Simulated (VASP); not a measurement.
Consider the following.

```
CELL_PARAMETERS angstrom
      4.16967     0.00000     0.00000
     -2.08483     3.61104     0.00000
      0.00000     0.00000     7.15371
ATOMIC_POSITIONS crystal
  Ca 0.00000 0.00000 0.00000
  Al 0.66667 0.33333 0.37221
  Al 0.33333 0.66667 0.62779
  Ge 0.33333 0.66667 0.26204
  Ge 0.66667 0.33333 0.73796
```

Level of theory: PBEsol GGA, VASP's PBE PAW potentials (set 64) (plane waves; VASP). Settings: 300 eV cut-off, 9×9×5 Γ-centred mesh, Gaussian smearing of 0.10 eV, potentials Ca_sv Al Ge_d.

At this cut-off the stress carries a Pulay error, which pulls relaxed volumes low.

Estimate the energy per atom (σ→0), pressure, largest force, band gap (on the k-mesh) with the smallest direct gap where there is one.

| Item | Result |
|---|---|
| band gap (on the k-mesh) | none (metal, semimetal or under 0.01 eV) |
| energy per atom (σ→0) | -428.9 kJ/mol of atoms |
| pressure | -1.36 GPa |
| largest force | 0.00320 Ha/bohr |

Only differences to runs with the same potentials and settings are physical.

The structure comes from a computed database's Al2CaGe2 entry (P-3m1); how it stands against other phases isn't given here. The cell was not relaxed at this level.
